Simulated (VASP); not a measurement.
# Ba3Cu: the relaxed cell at several levels

Wanted: equilibrium cells of Ba3Cu at many levels, with their cost. The levels: PBE, LDA, PBEsol, r2SCAN, PBE + D3(BJ), RPBE, BEEF-vdW and TPSS + D4. The cell is invented: it takes the structure of a Materials Project entry for RbBa3 (space group 225 there), with some of its atoms replaced by other elements, volume scaled by an estimate. It may not be a known or stable phase.

Calculated with VASP 6.6.1; PBE; plane waves and PAW (Ba_sv, Cu), in the first sound run; inputs show where later runs differ.

### 1. The starting structure

Before any relaxation, the start is as follows. It takes space group Fm-3m (No. 225, cubic). The conventional cell has a = 9.308 Å, b = 9.308 Å, c = 9.308 Å, α = 90.00°, β = 90.00°, γ = 90.00°. Ba has 4 Cu at 4.03 Å and 4 Ba at 4.03 Å nearest. Nearest to Ba lie 8 Ba at 4.03 Å. Nearest to Cu lie 8 Ba at 4.03 Å. It derives from RbBa3. it takes the structure of a Materials Project entry for RbBa3 (space group 225 there), with some of its atoms replaced by other elements, volume scaled by an estimate. Farther neighbours are not listed.

### 2. Relaxation with PBE

The start need not lie at this functional's minimum. ISIF = 3 frees volume, shape and positions, and EDIFFG sets the threshold on forces and stress at which the search stops. PBE, the usual starting point, adds the gradient of the density.

INCAR reads:

```
SYSTEM = Ba3Cu
PREC = Accurate
ENCUT = 520
EDIFF = 1E-06
NELM = 100
ISMEAR = -1
SIGMA = 0.05
LREAL = .FALSE.
ALGO = Normal
GGA = PE
LORBIT = 11
LWAVE = .FALSE.
LCHARG = .FALSE.
KPAR = 2
IBRION = 2
NSW = 60
ISIF = 3
EDIFFG = -0.01
```

POSCAR reads:

```
Ba3Cu
1.0
    0.0000000000      4.6539880000      4.6539880000
    4.6539880000      0.0000000000      4.6539880000
    4.6539880000      4.6539880000      0.0000000000
Ba Cu
3 1
Direct
    0.2500000000      0.2500000000      0.2500000000
    0.7500000000      0.7500000000      0.7500000000
    0.5000000000      0.5000000000      0.5000000000
    0.0000000000      0.0000000000      0.0000000000
```

KPOINTS reads:

```
Automatic mesh
0
Gamma
4 4 4
0 0 0
```

Potentials, in the order of the species: Ba_sv and Cu (PBE family, release 64).

Command:

```
$ mpirun -np 2 vasp_std
```

Log:

```text
[banner, memory and clock lines left out]
running    2 mpi-ranks, on    1 nodes
 distrk:  each k-point on    1 cores,    2 groups
 distr:  one band on    1 cores,    1 groups

 POSCAR found type information on POSCAR BaCu
 POSCAR found :  2 types and       4 ions
 LDA part: xc-table for (Slater+PW92), standard interpolation
 POSCAR, INCAR and KPOINTS ok, starting setup
 FFT: planning ... GRIDC
 FFT: planning ... GRID_SOFT
 FFT: planning ... GRID
 WAVECAR not read
 entering main loop
       N       E                     dE             d eps       ncg     rms          rms(c)
DAV:   1     0.398718572400E+03    0.39872E+03   -0.16327E+04   384   0.148E+03
DAV:   2     0.278089845945E+02   -0.37091E+03   -0.36560E+03   552   0.336E+02
DAV:   3    -0.634384582236E+01   -0.34153E+02   -0.33881E+02   552   0.116E+02
DAV:   4    -0.854581836493E+01   -0.22020E+01   -0.21856E+01   664   0.239E+01
DAV:   5    -0.862192382377E+01   -0.76105E-01   -0.75987E-01   520   0.444E+00    0.104E+01
DAV:   6    -0.112945453522E+02   -0.26726E+01   -0.68000E+01   520   0.999E+01    0.996E+00
DAV:   7    -0.840394452980E+01    0.28906E+01   -0.11600E+01   432   0.271E+01    0.409E+00
DAV:   8    -0.802716156827E+01    0.37678E+00   -0.16959E+00   552   0.936E+00    0.155E+00
DAV:   9    -0.802591643522E+01    0.12451E-02   -0.92658E-01   592   0.736E+00    0.148E+00
DAV:  10    -0.799776495866E+01    0.28151E-01   -0.16560E-01   648   0.371E+00    0.358E-01
DAV:  11    -0.799636230740E+01    0.14027E-02   -0.32459E-02   608   0.109E+00    0.602E-02
DAV:  12    -0.799653884357E+01   -0.17654E-03   -0.13485E-03   560   0.180E-01    0.578E-02
DAV:  13    -0.799650135580E+01    0.37488E-04   -0.86084E-04   552   0.264E-01    0.290E-02
DAV:  14    -0.799648717978E+01    0.14176E-04   -0.11332E-04   472   0.960E-02    0.584E-03
DAV:  15    -0.799648682416E+01    0.35562E-06   -0.75507E-06   544   0.135E-02
   1 F= -.79964868E+01 E0= -.79767286E+01  d E =-.799649E+01
 curvature:   0.00 expect dE= 0.000E+00 dE for cont linesearch  0.000E+00
 trial: gam= 0.00000 g(F)=  0.437E-51 g(S)=  0.944E-01 ort = 0.000E+00 (trialstep = 0.100E+01)
 search vector abs. value=  0.944E-01
 bond charge predicted
       N       E                     dE             d eps       ncg     rms          rms(c)
DAV:   1    -0.107912961733E+02   -0.27948E+01   -0.39410E+01   400   0.635E+01    0.244E+01
DAV:   2    -0.275670524229E+02   -0.16776E+02   -0.42035E+02   424   0.236E+02    0.197E+01
DAV:   3    -0.122145997092E+02    0.15352E+02   -0.47352E+01   464   0.588E+01    0.100E+01
DAV:   4    -0.815708071922E+01    0.40575E+01   -0.15358E+01   448   0.293E+01    0.260E+00
DAV:   5    -0.808269496166E+01    0.74386E-01   -0.17642E+00   608   0.558E+00    0.115E+00
DAV:   6    -0.807343934602E+01    0.92556E-02   -0.28020E-01   592   0.476E+00    0.588E-01
DAV:   7    -0.809120075177E+01   -0.17761E-01   -0.23515E-01   512   0.465E+00    0.924E-01
DAV:   8    -0.807567385537E+01    0.15527E-01   -0.71598E-02   552   0.273E+00    0.154E-01
DAV:   9    -0.807577133525E+01   -0.97480E-04   -0.15730E-02   600   0.702E-01    0.134E-01
DAV:  10    -0.807575188412E+01    0.19451E-04   -0.95946E-04   624   0.136E-01    0.103E-01
DAV:  11    -0.807563391508E+01    0.11797E-03   -0.21684E-04   544   0.117E-01    0.633E-02
DAV:  12    -0.807556539255E+01    0.68523E-04   -0.40460E-04   520   0.173E-01    0.454E-03
DAV:  13    -0.807557037530E+01   -0.49827E-05   -0.55120E-05   576   0.305E-02    0.736E-03
DAV:  14    -0.807557064233E+01   -0.26703E-06   -0.99702E-07   280   0.109E-02
   2 F= -.80755706E+01 E0= -.80576319E+01  d E =-.790838E-01
[...]
3 F= -.81104594E+01 E0= -.80914641E+01  d E =-.113973E+00
[...]
4 F= -.81426788E+01 E0= -.81175853E+01  d E =-.146192E+00
 curvature:  -2.18 expect dE=-0.462E-03 dE for cont linesearch -0.462E-03
 ZBRENT: extrapolating
 opt :   3.1295  next Energy=    -8.142999 (dE=-0.147E+00)
 bond charge predicted
       N       E                     dE             d eps       ncg     rms          rms(c)
DAV:   1    -0.818420297278E+01   -0.41524E-01   -0.81999E-01   384   0.101E+01    0.159E+00
DAV:   2    -0.819588228425E+01   -0.11679E-01   -0.90688E-01   496   0.110E+01    0.146E+00
DAV:   3    -0.814416618089E+01    0.51716E-01   -0.30142E-01   504   0.657E+00    0.250E-01
DAV:   4    -0.814573221654E+01   -0.15660E-02   -0.59235E-02   544   0.140E+00    0.352E-01
DAV:   5    -0.814374571517E+01    0.19865E-02   -0.99088E-03   576   0.850E-01    0.141E-01
DAV:   6    -0.814365510049E+01    0.90615E-04   -0.54141E-04   552   0.996E-02    0.107E-01
DAV:   7    -0.814350670057E+01    0.14840E-03   -0.10623E-03   560   0.258E-01    0.140E-02
DAV:   8    -0.814351803737E+01   -0.11337E-04   -0.93932E-05   552   0.459E-02    0.689E-03
DAV:   9    -0.814352091494E+01   -0.28776E-05   -0.54631E-06   456   0.221E-02    0.307E-03
DAV:  10    -0.814352088042E+01    0.34519E-07   -0.36176E-07   264   0.674E-03
   5 F= -.81435209E+01 E0= -.81179875E+01  d E =-.147034E+00
 curvature:  -1.51 expect dE=-0.696E-04 dE for cont linesearch -0.696E-04
 trial: gam=-0.02161 g(F)=  0.155E-50 g(S)=  0.461E-04 ort = 0.209E-02 (trialstep = 0.143E+01)
 search vector abs. value=  0.226E-07
 reached required accuracy - stopping structural energy minimisation
```

Elapsed: 4.7 min, on 2 MPI ranks of AMD EPYC 7R43, shared host; peak memory 0.74 GiB.

Lines that name or quote the potential files are left out of all logs, and their timing lines are given in words.

Parts of OUTCAR (step 2):

```text
ion  position               nearest neighbor table
   1  0.250  0.250  0.250-   3 4.03   3 4.03   3 4.03   3 4.03   2 4.65   2 4.65   2 4.65   2 4.65
                             2 4.65   2 4.65
   2  0.750  0.750  0.750-   3 4.03   3 4.03   3 4.03   3 4.03   1 4.65   1 4.65   1 4.65   1 4.65
                             1 4.65   1 4.65
   3  0.500  0.500  0.500-   1 4.03   1 4.03   1 4.03   1 4.03   2 4.03   2 4.03   2 4.03   2 4.03

  LATTYP: Found a face centered cubic cell.
 ALAT       =     9.3079760000

 Subroutine GETGRP returns: Found 48 space group operations
 (whereof 48 operations were pure point group operations)

The static configuration has the point symmetry O_h .

 Found      8 irreducible k-points:

   k-points           NKPTS =      8   k-points in BZ     NKDIM =      8   number of bands    NBANDS=     24

   dimension x,y,z NGX =    50 NGY =   50 NGZ =   50
   dimension x,y,z NGXF=   100 NGYF=  100 NGZF=  100

   ENCUT  =  520.0 eV  38.22 Ry    6.18 a.u.  12.24 12.24 12.24*2*pi/ulx,y,z

   NELECT =      41.0000    total number of electrons

 k-points in reciprocal lattice and weights: Automatic mesh
   0.00000000  0.00000000  0.00000000       0.016
   0.25000000  0.00000000  0.00000000       0.125
   0.50000000  0.00000000  0.00000000       0.062
   0.25000000  0.25000000  0.00000000       0.094
   0.50000000  0.25000000  0.00000000       0.375
  -0.25000000  0.25000000  0.00000000       0.188
   0.50000000  0.50000000  0.00000000       0.047
  -0.25000000  0.50000000  0.25000000       0.094

 average (electrostatic) potential at core
       1 -38.1056       2 -38.1056       3 -38.4620       4 -67.8528

 E-fermi :   2.7532

 k-point     1 :       0.0000    0.0000    0.0000
  band No.  band energies     occupation
    ...
     19       2.3035      1.99975
     20       2.3035      1.99975
     21       2.7828      0.71182
     22       2.7828      0.71182
     23       2.7828      0.71181
     24       4.0005      0.00000

 k-point     2 :       0.2500    0.0000    0.0000
  band No.  band energies     occupation
    ...
     17       0.7401      2.00000
     18       0.7401      2.00000
     19       2.1047      2.00000
     20       2.2320      1.99994
     21       2.2320      1.99994
     22       3.2661      0.00007
     23       3.2661      0.00007
     24       3.5158      0.00000

 k-point     3 :       0.5000    0.0000    0.0000
  band No.  band energies     occupation
    ...
     17       0.7343      2.00000
     18       0.7343      2.00000
     19       1.5113      2.00000
     20       2.3708      1.99905
     21       2.3708      1.99905
     22       3.1597      0.00059
     23       3.3524      0.00001
     24       3.3524      0.00001

  Total       -0.0356885     -0.0356885     -0.0356885      0.0000000      0.0000000      0.0000000
  in kB       -0.3425101     -0.3425101     -0.3425101      0.0000000      0.0000000      0.0000000
  external PRESSURE =      -0.3425101 kB  Pullay stress =       0.0000000 kB

  energy-cutoff  :      520.00
  volume of cell :      166.94
      direct lattice vectors                 reciprocal lattice vectors
     0.000000000  4.370305548  4.370305548    -0.114408477  0.114408477  0.114408477
     4.370305548 -0.000000000  4.370305548     0.114408477 -0.114408477  0.114408477
     4.370305548  4.370305548  0.000000000     0.114408477  0.114408477 -0.114408477

 POSITION                                       TOTAL-FORCE (eV/Angst)
 -----------------------------------------------------------------------------------
      2.18515      2.18515      2.18515        -0.000000     -0.000000     -0.000000
      6.55546      6.55546      6.55546        -0.000000      0.000000      0.000000
      4.37031      4.37031      4.37031         0.000000     -0.000000     -0.000000
      0.00000      0.00000      0.00000         0.000000     -0.000000      0.000000
 -----------------------------------------------------------------------------------
    total drift:                               -0.000000     -0.000000      0.000000

  FREE ENERGIE OF THE ION-ELECTRON SYSTEM (eV)
  ---------------------------------------------------
  free  energy   TOTEN  =        -8.1435208804 eV

  energy  without entropy=       -8.0924541826  energy(sigma->0) =       -8.11798753

 reached required accuracy - stopping structural energy minimisation

 total charge
# of ion       s       p       d       tot
------------------------------------------
    1        2.069   5.530   0.368   7.968
    2        2.069   5.530   0.368   7.968
    3        2.047   5.514   0.489   8.050
    4        0.425   0.121   9.201   9.746
--------------------------------------------------
tot          6.609  16.696  10.427  33.732

[... 3 further parts left out ...]
```

CONTCAR:

```
Ba3Cu
   1.00000000000000
     0.0000000000000000    4.3703055480534658    4.3703055480534649
     4.3703055480534649   -0.0000000000000000    4.3703055480534649
     4.3703055480534649    4.3703055480534658    0.0000000000000000
  Ba              Cu
     3     1
Direct
     0.2500000000000000    0.2500000000000000    0.2500000000000000
     0.7500000000000000    0.7500000000000000    0.7500000000000000
     0.5000000000000000    0.5000000000000000    0.5000000000000000
     0.0000000000000000    0.0000000000000000    0.0000000000000000
```

This run has no spin polarisation. Its electron count is odd, so without a moment it is a metal by construction. The k-mesh is coarse for a metal. Harder data sets than Ba_sv exist (the GW ones), and pressures, volumes and forces can shift noticeably with them. After so large a change of volume the plane waves of the start cell no longer fit, so the final stress carries a basis-set error. The run keeps the 48 symmetry operations of its start, so it cannot find a distortion of lower symmetry.

Step by step:

```csv
step,energy less that of the first step (eV),largest force (eV/Å),pressure (GPa),volume (Å³)
1,0.0000,0.0000,-1.28,201.61
2,-0.0791,0.0000,-0.79,190.05
3,-0.1140,0.0000,-0.69,182.65
4,-0.1462,0.0000,-0.07,168.44
5,-0.1470,0.0000,-0.03,166.94
```

```csv
"conventional cell, symmetrised",before,after,change
a (Å),9.308,8.741,-6.1 %
b (Å),9.308,8.741,-6.1 %
c (Å),9.308,8.741,-6.1 %
volume (Å³/atom),50.40,41.74,-17.2 %
```

The relaxed structure:

```
Ba Cu
1.0
     0.00000    4.37031    4.37031
     4.37031    0.00000    4.37031
     4.37031    4.37031    0.00000
Ba Cu
3 1
Cartesian
  2.1852 2.1852 2.1852
  6.5555 6.5555 6.5555
  4.3703 4.3703 4.3703
  0.0000 0.0000 0.0000
```

Numbers from this step:

```yaml
electrons: 41
bands: 24
irreducible_k_points: 8
symmetry_operations: 48
free_energy_toten: -8.144 eV
energy_at_zero_smearing: -8.118 eV
fermi_energy: 2.753 eV
pressure: -0.03425 GPa
metallic: yes
scf_cycles_over_all_ionic_steps: 78
```

It ends with forces that vanish by symmetry and a pressure of -0.03 GPa. The conventional cell has a = 8.741 Å.

(Continued in part 2 of 3.)

[Lines on the potential files, build, host, timing and source positions are cut from VASP's logs without a mark.]

[Logs are printed without paths, hosts, clocks, repeated set-up lines and the standing remarks that a program may print on its own settings, such as how far it seeks lower states.]

[Hosts, paths, dates, database ids (printed as entryN), source tags and the programs' standing remarks are cut or masked in the printed files.]

[A measured line is paired with the nearest computed mode of its activity, which favours agreement.]
